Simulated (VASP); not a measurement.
# Be4TeSe3: relaxation of cell and atoms with PBE

The system is Be4TeSe3.

```
CELL_PARAMETERS angstrom
3.69000 0.00000 0.00000
0.00000 3.69000 0.00000
0.00000 0.00000 10.42000
ATOMIC_POSITIONS crystal
Be 0.50000 0.00000 0.38000
Be 0.00000 0.50000 0.62000
Be 0.00000 0.50000 0.13700
Be 0.50000 0.00000 0.86300
Te 0.00000 0.00000 0.00000
Se 0.50000 0.50000 0.26000
Se 0.00000 0.00000 0.50000
Se 0.50000 0.50000 0.74000
```

The cell was built by a generator and needn't be a form met in nature.

```yaml
Program: VASP 6.6.1
Task: relaxation of cell and atoms
Functional: PBE
Potentials_or_basis: VASP PAW PBE potentials, release 64 (Be, Te, Se)
Cutoff: 520 eV
k_mesh: 4 × 4 × 2
Occupations: gaussian, width 0.15 eV
Spin: no spin polarisation
Further_INCAR_settings: PREC = Normal; ALGO = Fast; EDIFF = 0.0001; IBRION = 2; EDIFFG = -0.08; NSW = 24; ISIF = 3
```

| Property | Result |
| --- | --- |
| Relaxed volume | 18.79 Å³/atom |
| Relaxed cell | a = 3.770 Å, b = 3.770 Å, c = 10.574 Å, α = 90.00°, β = 90.00°, γ = 90.00° |
| Space group after relaxing (to 0.05 Å) | P-4m2 (No. 115) |
| Energy gained by relaxing | 15.4 meV/atom |
| Ionic steps | 8 |
| Pressure after relaxing | -0.2 GPa |
| Largest force after relaxing | 0.071 eV/Å |
| Band gap on the k mesh | 2.17 eV, direct |

Forces in eV/Å, atoms in the order of the input:
```
Be   0.000  0.000 -0.006
Be   0.000  0.000  0.006
Be   0.000  0.000  0.071
Be   0.000  0.000 -0.071
Te   0.000  0.000  0.000
Se   0.000  0.000  0.036
Se   0.000  0.000  0.000
Se   0.000  0.000 -0.036
```

Stress tensor (GPa, compression positive):
```
-0.12  0.00  0.00
 0.00 -0.12  0.00
 0.00  0.00 -0.42
```

The path:
```tsv
step	energy change (eV)	largest force (eV/Å)	pressure (GPa)	volume (Å³)
1	0.0000	0.5062	4.34	141.88
2	-0.1160	0.1016	-1.45	151.98
3	-0.1203	0.1750	0.06	149.90
4	-0.1203	0.1659	-0.11	150.18
5	-0.1203	0.1598	-0.07	150.35
6	-0.1190	0.1311	-0.56	151.16
7	-0.1202	0.1528	-0.25	150.53
8	-0.1230	0.0705	-0.22	150.30
```

Final structure:
```
Be Te Se
1.0
     3.77019    0.00000    0.00000
     0.00000    3.77019    0.00000
     0.00000    0.00000   10.57405
Be Te Se
4 1 3
Direct
  0.50000 0.00000 0.37983
  0.00000 0.50000 0.62017
  0.00000 0.50000 0.13979
  0.50000 0.00000 0.86021
  0.00000 0.00000 0.00000
  0.50000 0.50000 0.25928
  0.00000 0.00000 0.50000
  0.50000 0.50000 0.74072
```

Levels at points of the mesh, in eV from the valence-band top:
| k point | band 14 | band 15 | band 16 | band 17 | band 18 | band 19 |
| --- | --- | --- | --- | --- | --- | --- |
| (0.00, 0.00, 0.00) | -0.21 | 0.00 | 0.00 | 2.17 | 3.09 | 3.20 |
| (0.50, 0.00, 0.00) | -1.30 | -1.18 | -0.23 | 3.35 | 3.74 | 4.24 |
| (0.50, 0.50, 0.00) | -2.73 | -2.73 | -2.50 | 2.27 | 2.32 | 3.56 |
| (0.00, 0.00, 0.50) | -1.15 | -0.29 | -0.29 | 2.40 | 2.64 | 3.73 |
| (0.50, 0.00, 0.50) | -1.70 | -1.69 | -0.23 | 3.94 | 4.06 | 4.10 |
| (0.50, 0.50, 0.50) | -3.13 | -3.13 | -2.72 | 3.34 | 3.37 | 3.42 |

Run time: 96 s on 1 thread of Intel(R) Xeon(R) Platinum 8259CL CPU @ 2.50GHz (Skylake/Cascade Lake), on a shared host, peak memory 0.21 GiB.

Caveat: the k mesh is coarse (spacing up to 0.43 Å⁻¹), so the values aren't converged; spin-orbit coupling is left out, which moves the levels of the heavy elements. A k mesh can miss the band edges.
